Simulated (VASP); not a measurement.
## Sr2ZnIrO6: the relaxed cell at several levels

Wanted: equilibrium cells of Sr2ZnIrO6 at many levels, with their cost. The levels: PBE, LDA, PBEsol, r2SCAN, PBE + D3(BJ), PBE + TS, PBE + rVV10, optB86b-vdW and TPSS. The cell is invented: it takes the structure of a Materials Project entry for Ba2ZnReO6 (space group 225 there), with some of its atoms replaced by other elements, volume scaled by an estimate. It may not be a known or stable phase.

Main program and level: VASP 6.6.1; PBE, no spin polarisation; plane waves and PAW (Ir, Sr_sv, Zn, O), in the first sound run; inputs show where later runs differ.

## (1) Starting point

Before any relaxation, the start is as follows. Symmetry: Fm-3m, No. 225, cubic system. Conventional cell: a = 7.875 Å, b = 7.875 Å, c = 7.875 Å, α = 90.00°, β = 90.00°, γ = 90.00°. Nearest to Ir lie 6 O at 1.87 Å. Nearest to Sr lie 12 O at 2.79 Å. Nearest to Zn lie 6 O at 2.07 Å. Nearest to O lie 1 Ir at 1.87 Å and 1 Zn at 2.07 Å and 4 Sr at 2.79 Å. It derives from Ba2ZnReO6. it takes the structure of a Materials Project entry for Ba2ZnReO6 (space group 225 there), with some of its atoms replaced by other elements, volume scaled by an estimate. Farther neighbours and most contacts between anions are not listed.

As a file:

```cif
data_structure
_symmetry_space_group_name_H-M 'P 1'
_symmetry_Int_Tables_number 1
_cell_length_a 5.5682
_cell_length_b 5.5682
_cell_length_c 5.5682
_cell_angle_alpha 60.000
_cell_angle_beta 60.000
_cell_angle_gamma 60.000
_cell_volume 122.08
loop_
_atom_site_label
_atom_site_type_symbol
_atom_site_fract_x
_atom_site_fract_y
_atom_site_fract_z
_atom_site_occupancy
Ir1 Ir 0.50000 0.50000 0.50000 1
Sr2 Sr 0.75000 0.75000 0.75000 1
Sr3 Sr 0.25000 0.25000 0.25000 1
Zn4 Zn 0.00000 0.00000 0.00000 1
O5 O 0.26248 0.26248 0.73752 1
O6 O 0.73752 0.26248 0.26248 1
O7 O 0.26248 0.73752 0.26248 1
O8 O 0.26248 0.73752 0.73752 1
O9 O 0.73752 0.26248 0.73752 1
O10 O 0.73752 0.73752 0.26248 1
```

## (2) Relaxation with PBE

The start need not lie at this functional's minimum. ISIF = 3 frees volume, shape and positions, and EDIFFG sets the threshold on forces and stress at which the search stops. PBE, the usual starting point, adds the gradient of the density.

Input file INCAR:

```
SYSTEM = Sr2ZnIrO6
PREC = Accurate
ENCUT = 560
EDIFF = 1E-06
NELM = 100
ISMEAR = -1
SIGMA = 0.05
LREAL = .FALSE.
ALGO = Normal
GGA = PE
LORBIT = 11
LWAVE = .FALSE.
LCHARG = .FALSE.
KPAR = 4
IBRION = 2
NSW = 60
ISIF = 3
EDIFFG = -0.01
```

Input file POSCAR:

```
Sr2ZnIrO6
1.0
    0.0000000000      3.9373380000      3.9373380000
    3.9373380000      0.0000000000      3.9373380000
    3.9373380000      3.9373380000      0.0000000000
Ir Sr Zn O
1 2 1 6
Direct
    0.5000000000      0.5000000000      0.5000000000
    0.7500000000      0.7500000000      0.7500000000
    0.2500000000      0.2500000000      0.2500000000
    0.0000000000      0.0000000000      0.0000000000
    0.2624830000      0.2624830000      0.7375170000
    0.7375170000      0.2624830000      0.2624830000
    0.2624830000      0.7375170000      0.2624830000
    0.2624830000      0.7375170000      0.7375170000
    0.7375170000      0.2624830000      0.7375170000
    0.7375170000      0.7375170000      0.2624830000
```

Input file KPOINTS:

```
Automatic mesh
0
Gamma
5 5 5
0 0 0
```

The projector-augmented-wave data sets are Ir, Sr_sv, Zn and O (PBE family, release 64).

Command:

```sh
$ mpirun -np 4 vasp_std
```

Numbers of over 12 decimals in the logs are rounded to 6 here.

Log:

```text
[banner, memory and clock lines left out]
running    4 mpi-ranks, on    1 nodes
 distrk:  each k-point on    1 cores,    4 groups
 distr:  one band on    1 cores,    1 groups

 POSCAR found type information on POSCAR IrSrZnO
 POSCAR found :  4 types and      10 ions
 LDA part: xc-table for (Slater+PW92), standard interpolation
 POSCAR, INCAR and KPOINTS ok, starting setup
 FFT: planning ... GRIDC
 FFT: planning ... GRID_SOFT
 FFT: planning ... GRID
 WAVECAR not read
 entering main loop
       N       E                     dE             d eps       ncg     rms          rms(c)
DAV:   1     0.897058259133E+03    0.89706E+03   -0.40029E+04   920   0.194E+03
DAV:   2     0.637057568978E+02   -0.83335E+03   -0.80230E+03   934   0.507E+02
DAV:   3    -0.661479663229E+02   -0.12985E+03   -0.12702E+03  1122   0.190E+02
DAV:   4    -0.735847856190E+02   -0.74368E+01   -0.73861E+01  1208   0.444E+01
DAV:   5    -0.739512374838E+02   -0.36645E+00   -0.36551E+00  1536   0.836E+00    0.611E+01
DAV:   6    -0.609319776450E+02    0.13019E+02   -0.86744E+01  1388   0.689E+01    0.312E+01
DAV:   7    -0.601136315654E+02    0.81835E+00   -0.22404E+01  1432   0.363E+01    0.178E+01
DAV:   8    -0.597679369210E+02    0.34569E+00   -0.21060E+00  1370   0.194E+01    0.441E+00
DAV:   9    -0.597576632884E+02    0.10274E-01   -0.21668E-01  1268   0.916E+00    0.981E-01
DAV:  10    -0.597610705135E+02   -0.34072E-02   -0.44934E-02  1306   0.123E+00    0.404E-01
DAV:  11    -0.597622045737E+02   -0.11341E-02   -0.47039E-03  1164   0.822E-01    0.155E-01
DAV:  12    -0.597624137356E+02   -0.20916E-03   -0.11921E-03  1360   0.726E-01    0.727E-02
DAV:  13    -0.597624226078E+02   -0.88723E-05   -0.26868E-04  1416   0.248E-01    0.208E-02
DAV:  14    -0.597624324604E+02   -0.98526E-05   -0.71784E-05  1424   0.872E-02    0.184E-02
DAV:  15    -0.597624310792E+02    0.13812E-05   -0.21464E-05  1312   0.622E-02    0.321E-03
DAV:  16    -0.597624310218E+02    0.57322E-07   -0.23311E-06   788   0.173E-02
   1 F= -.59762431E+02 E0= -.59729437E+02  d E =-.597624E+02
 curvature:   0.00 expect dE= 0.000E+00 dE for cont linesearch  0.000E+00
 trial: gam= 0.00000 g(F)=  0.151E+01 g(S)=  0.140E+01 ort = 0.000E+00 (trialstep = 0.100E+01)
 search vector abs. value=  0.291E+01
 bond charge predicted
       N       E                     dE             d eps       ncg     rms          rms(c)
DAV:   1    -0.654450149309E+02   -0.56826E+01   -0.59794E+02  1018   0.192E+02    0.306E+01
DAV:   2    -0.607033239006E+02    0.47417E+01   -0.43407E+01  1176   0.537E+01    0.198E+01
DAV:   3    -0.597386644506E+02    0.96466E+00   -0.66121E+00  1270   0.157E+01    0.102E+01
DAV:   4    -0.595121762731E+02    0.22649E+00   -0.21000E+00  1402   0.144E+01    0.983E+00
DAV:   5    -0.592183275414E+02    0.29385E+00   -0.72416E-01  1500   0.106E+01    0.468E+00
DAV:   6    -0.592225377274E+02   -0.42102E-02   -0.13417E-01  1336   0.230E+00    0.222E+00
DAV:   7    -0.592217748592E+02    0.76287E-03   -0.58060E-02  1050   0.116E+00    0.596E-01
DAV:   8    -0.592215013001E+02    0.27356E-03   -0.57036E-03  1082   0.432E-01    0.250E-01
DAV:   9    -0.592213795429E+02    0.12176E-03   -0.81220E-04  1290   0.144E-01    0.646E-02
DAV:  10    -0.592213639258E+02    0.15617E-04   -0.51363E-05  1524   0.125E-01    0.172E-02
DAV:  11    -0.592213675259E+02   -0.36001E-05   -0.12080E-05  1252   0.261E-02    0.119E-02
DAV:  12    -0.592213676426E+02   -0.11671E-06   -0.86961E-07   610   0.136E-02
   2 F= -.59221368E+02 E0= -.59188832E+02  d E =0.541063E+00
[... from here on, the cycles between the ionic steps are left out ...]
   3 F= -.60273457E+02 E0= -.60240685E+02  d E =-.511026E+00
   4 F= -.60274408E+02 E0= -.60241632E+02  d E =-.511977E+00
   5 F= -.60274404E+02 E0= -.60241623E+02  d E =-.511973E+00
   6 F= -.60274408E+02 E0= -.60241637E+02  d E =-.371798E-05
   7 F= -.60274409E+02 E0= -.60241636E+02  d E =-.472646E-05
   8 F= -.60274416E+02 E0= -.60241643E+02  d E =-.736024E-05
   9 F= -.60274433E+02 E0= -.60241662E+02  d E =-.248845E-04
 curvature:  -0.10 expect dE=-0.862E-05 dE for cont linesearch -0.831E-05
 ZBRENT: increasing intervall
 opt :   0.3444  next Energy=   -60.274449 (dE=-0.400E-04)
 bond charge predicted
       N       E                     dE             d eps       ncg     rms          rms(c)
DAV:   1    -0.602744813050E+02   -0.47535E-04   -0.20704E-03   974   0.354E-01    0.617E-02
DAV:   2    -0.602744577719E+02    0.23533E-04   -0.15835E-04  1108   0.164E-01    0.341E-02
DAV:   3    -0.602744537509E+02    0.40210E-05   -0.20999E-05  1252   0.301E-02    0.149E-02
DAV:   4    -0.602744526805E+02    0.10704E-05   -0.19683E-06   752   0.338E-02    0.720E-03
DAV:   5    -0.602744523456E+02    0.33485E-06   -0.22759E-06   770   0.903E-03
  10 F= -.60274452E+02 E0= -.60241679E+02  d E =-.438170E-04
 curvature:  -0.18 expect dE=-0.120E-05 dE for cont linesearch -0.102E-05
 trial: gam=-0.12848 g(F)=  0.587E-05 g(S)=  0.973E-06 ort = 0.362E-04 (trialstep = 0.964E-01)
 search vector abs. value=  0.126E-05
 reached required accuracy - stopping structural energy minimisation
```

It took 4.2 min on 4 MPI ranks of AMD EPYC 7R43, shared host; peak memory 1.4 GiB.

Lines that name or quote the potential files are left out of all logs, and their timing lines are given in words.

Parts of OUTCAR (step 2):

```text
ion  position               nearest neighbor table
   1  0.500  0.500  0.500-   5 1.87   6 1.87   7 1.87   8 1.87   9 1.87  10 1.87   3 3.41   3 3.41
                             3 3.41   2 3.41   2 3.41   2 3.41   3 3.41   2 3.41
   2  0.750  0.750  0.750-   5 2.79   7 2.79   8 2.79   5 2.79   6 2.79   9 2.79   6 2.79   7 2.79
                            10 2.79   8 2.79   9 2.79  10 2.79   1 3.41   1 3.41   1 3.41   4 3.41
   3  0.250  0.250  0.250-   5 2.79   8 2.79   9 2.79   7 2.79   8 2.79  10 2.79   6 2.79   9 2.79
                            10 2.79   5 2.79   6 2.79   7 2.79   4 3.41   4 3.41   1 3.41   4 3.41
   4  0.000  0.000  0.000-   5 2.07   6 2.07   7 2.07   8 2.07   9 2.07  10 2.07   2 3.41   2 3.41
                             2 3.41   3 3.41   3 3.41   3 3.41   3 3.41   2 3.41
   5  0.262  0.262  0.738-   1 1.87   4 2.07   3 2.79   2 2.79   2 2.79   3 2.79
   6  0.738  0.262  0.262-   1 1.87   4 2.07   3 2.79   2 2.79   2 2.79   3 2.79
   7  0.262  0.738  0.262-   1 1.87   4 2.07   3 2.79   2 2.79   2 2.79   3 2.79
   8  0.262  0.738  0.738-   1 1.87   4 2.07   3 2.79   3 2.79   2 2.79   2 2.79
   9  0.738  0.262  0.738-   1 1.87   4 2.07   3 2.79   3 2.79   2 2.79   2 2.79
  10  0.738  0.738  0.262-   1 1.87   4 2.07   3 2.79   3 2.79   2 2.79   2 2.79

  LATTYP: Found a face centered cubic cell.
 ALAT       =     7.8746760000

 Subroutine GETGRP returns: Found 48 space group operations
 (whereof 48 operations were pure point group operations)

The static configuration has the point symmetry O_h .

 Found     10 irreducible k-points:

   k-points           NKPTS =     10   k-points in BZ     NKDIM =     10   number of bands    NBANDS=     46

   dimension x,y,z NGX =    48 NGY =   48 NGZ =   48
   dimension x,y,z NGXF=    96 NGYF=   96 NGZF=   96

   ENCUT  =  560.0 eV  41.16 Ry    6.42 a.u.  10.74 10.74 10.74*2*pi/ulx,y,z

   NELECT =      77.0000    total number of electrons

 k-points in reciprocal lattice and weights: Automatic mesh
   0.00000000  0.00000000  0.00000000       0.008
   0.20000000  0.00000000  0.00000000       0.064
   0.40000000  0.00000000  0.00000000       0.064
   0.20000000  0.20000000  0.00000000       0.048
   0.40000000  0.20000000  0.00000000       0.192
  -0.40000000  0.20000000  0.00000000       0.192
  -0.20000000  0.20000000  0.00000000       0.096
   0.40000000  0.40000000  0.00000000       0.048
  -0.40000000  0.40000000  0.00000000       0.096
  -0.40000000  0.40000000  0.20000000       0.192

 average (electrostatic) potential at core
       1 -56.9579       2 -36.3041       3 -36.3041       4 -34.0955       5 -71.2940
       6 -71.2940       7 -71.2940       8 -71.2940       9 -71.2940      10 -71.2940

 E-fermi :   3.5039

 k-point     1 :       0.0000    0.0000    0.0000
  band No.  band energies     occupation
    ...
     36       2.5283      2.00000
     37       2.5283      2.00000
     38       3.2483      1.98803
     39       3.2483      1.98803
     40       3.2483      1.98803
     41       7.5683      0.00000
     42       8.0160      0.00000
     43       8.0160      0.00000
     44       8.2253      0.00000
     45       8.2253      0.00000
    ...

 k-point     2 :       0.2000    0.0000    0.0000
  band No.  band energies     occupation
    ...
     36       2.2923      2.00000
     37       2.4241      2.00000
     38       3.2526      1.98694
     39       3.3623      1.88867
     40       3.3623      1.88867
     41       7.7934      0.00000
     42       7.7934      0.00000
     43       8.2265      0.00000
     44       8.4908      0.00000
     45       8.4908      0.00000
    ...

 k-point     3 :       0.4000    0.0000    0.0000
  band No.  band energies     occupation
    ...
     36       2.3710      2.00000
     37       2.3710      2.00000
     38       3.1974      1.99566
     39       3.4584      1.42575
     40       3.4584      1.42575
     41       7.3000      0.00000
     42       7.3000      0.00000
     43       9.3880      0.00000
     44       9.4453      0.00000
     45       9.4453      0.00000
    ...

  Total        0.0081983      0.0081983      0.0081983     -0.0000000      0.0000000     -0.0000000
  in kB        0.1023139      0.1023139      0.1023139     -0.0000000      0.0000000     -0.0000000
  external PRESSURE =       0.1023139 kB  Pullay stress =       0.0000000 kB

  energy-cutoff  :      560.00
  volume of cell :      128.38
      direct lattice vectors                 reciprocal lattice vectors
    -0.000000000  4.003955921  4.003955921    -0.124876500  0.124876500  0.124876500
     4.003955921  0.000000000  4.003955921     0.124876500 -0.124876500  0.124876500
     4.003955921  4.003955921  0.000000000     0.124876500  0.124876500 -0.124876500

 POSITION                                       TOTAL-FORCE (eV/Angst)
 -----------------------------------------------------------------------------------
      4.00396      4.00396      4.00396        -0.000000      0.000000     -0.000000
      6.00593      6.00593      6.00593        -0.000000      0.000000     -0.000000
      2.00198      2.00198      2.00198         0.000000      0.000000      0.000000
      0.00000      0.00000      0.00000        -0.000000      0.000000      0.000000
      4.00396      4.00396      2.05854        -0.000000      0.000000     -0.004504
      2.05854      4.00396      4.00396        -0.004504      0.000000     -0.000000
      4.00396      2.05854      4.00396        -0.000000     -0.004504     -0.000000
      5.94937      4.00396      4.00396         0.004504      0.000000      0.000000
      4.00396      5.94937      4.00396        -0.000000      0.004504      0.000000
      4.00396      4.00396      5.94937        -0.000000      0.000000      0.004504
 -----------------------------------------------------------------------------------
    total drift:                                0.000000     -0.000000     -0.000000

  FREE ENERGIE OF THE ION-ELECTRON SYSTEM (eV)
  ---------------------------------------------------
  free  energy   TOTEN  =       -60.2744523456 eV

  energy  without entropy=      -60.2089050706  energy(sigma->0) =      -60.24167871

 reached required accuracy - stopping structural energy minimisation

 total charge
# of ion       s       p       d       tot
------------------------------------------
    1        0.698   1.042   6.648   8.388
    2        1.996   5.779   0.168   7.942
    3        1.996   5.779   0.168   7.942
    4        0.377   0.427   9.930  10.734
    5        1.563   3.420   0.000   4.983
    6        1.563   3.420   0.000   4.983
    7        1.563   3.420   0.000   4.983
    8        1.563   3.420   0.000   4.983
    9        1.563   3.420   0.000   4.983
   10        1.563   3.420   0.000   4.983
--------------------------------------------------
tot         14.445  33.546  16.914  64.905

[... 3 further parts left out ...]
```

CONTCAR:

```
Sr2ZnIrO6
   1.00000000000000
    -0.0000000000000000    4.0039559211545797    4.0039559211545797
     4.0039559211545797    0.0000000000000000    4.0039559211545797
     4.0039559211545797    4.0039559211545797    0.0000000000000000
  Ir              Sr              Zn              O
     1     2     1     6
Direct
     0.5000000000000000    0.5000000000000000    0.5000000000000000
     0.7500000000000000    0.7500000000000000    0.7500000000000000
     0.2500000000000000    0.2500000000000000    0.2500000000000000
     0.0000000000000000    0.0000000000000000    0.0000000000000000
     0.2570633077374881    0.2570633077374881    0.7429366922625116
     0.7429366922625116    0.2570633077374881    0.2570633077374881
     0.2570633077374881    0.7429366922625116    0.2570633077374881
     0.2570633077374881    0.7429366922625116    0.7429366922625116
     0.7429366922625116    0.2570633077374881    0.7429366922625116
     0.7429366922625116    0.7429366922625116    0.2570633077374881
```

This run has no spin polarisation, although Ir can carry a moment. Its electron count is odd, so without a moment it is a metal by construction. The k-mesh is coarse for a metal. LASPH is off, so gradient terms of the non-spherical density inside the spheres are left out; for open d or f shells this can shift gaps and moments. The run keeps the 48 symmetry operations of its start, so it cannot find a distortion of lower symmetry.

The steps of the relaxation:

| step | energy less that of the first step (eV) | largest force (eV/Å) | pressure (GPa) | volume (Å³) |
| --- | --- | --- | --- | --- |
| 1 | 0.0000 | 2.2839 | 12.90 | 122.08 |
| 2 | 0.5411 | 2.1421 | -12.99 | 140.28 |
| 3 | -0.5110 | 0.0808 | -0.53 | 128.73 |
| 4 | -0.5120 | 0.0127 | -0.13 | 128.47 |
| 5 | -0.5120 | 0.0222 | 0.07 | 128.34 |
| 6 | -0.5120 | 0.0172 | 0.12 | 128.31 |
| 7 | -0.5120 | 0.0192 | 0.11 | 128.32 |
| 8 | -0.5120 | 0.0174 | 0.10 | 128.33 |
| 9 | -0.5120 | 0.0145 | 0.05 | 128.35 |
| 10 | -0.5120 | 0.0045 | 0.01 | 128.38 |

| conventional cell, symmetrised | before | after | change |
| --- | --- | --- | --- |
| a (Å) | 7.875 | 8.008 | +1.7 % |
| b (Å) | 7.875 | 8.008 | +1.7 % |
| c (Å) | 7.875 | 8.008 | +1.7 % |
| volume (Å³/atom) | 12.21 | 12.84 | +5.2 % |

The atoms that moved most (Å, as changes of fractional coordinates times the final cell):

| atom | dx | dy | dz | length |
| --- | --- | --- | --- | --- |
| O6 | -0.043 | 0.000 | 0.000 | 0.043 |
| O7 | 0.000 | -0.043 | 0.000 | 0.043 |
| O5 | 0.000 | 0.000 | -0.043 | 0.043 |
| O8 | 0.043 | 0.000 | 0.000 | 0.043 |
| O10 | 0.000 | 0.000 | 0.043 | 0.043 |
| O9 | 0.000 | 0.043 | 0.000 | 0.043 |

The relaxed structure:

```
Ir Sr Zn O
1.0
     0.00000    4.00396    4.00396
     4.00396    0.00000    4.00396
     4.00396    4.00396    0.00000
Ir Sr Zn O
1 2 1 6
Direct
  0.50000 0.50000 0.50000
  0.75000 0.75000 0.75000
  0.25000 0.25000 0.25000
  0.00000 0.00000 0.00000
  0.25706 0.25706 0.74294
  0.74294 0.25706 0.25706
  0.25706 0.74294 0.25706
  0.25706 0.74294 0.74294
  0.74294 0.25706 0.74294
  0.74294 0.74294 0.25706
```

This step gave:

```yaml
electrons: 77
bands: 46
irreducible_k_points: 10
symmetry_operations: 48
free_energy_toten: -60.2745 eV
energy_at_zero_smearing: -60.2417 eV
fermi_energy: 3.504 eV
pressure: 0.01023 GPa
metallic: yes
scf_cycles_over_all_ionic_steps: 69
```

It ends with a largest force of 0.005 eV/Å and a pressure of 0.01 GPa. The conventional cell has a = 8.008 Å.

(Part 1 of 4 ends here.)

[Lines on the potential files, build, host, timing and source positions are cut from VASP's logs without a mark.]

[Logs are printed without paths, hosts, clocks, repeated set-up lines and the standing remarks that a program may print on its own settings, such as how far it seeks lower states.]

[Hosts, paths, dates, database ids (printed as entryN), source tags and the programs' standing remarks are cut or masked in the printed files.]

[A measured line is paired with the nearest computed mode of its activity, which favours agreement.]
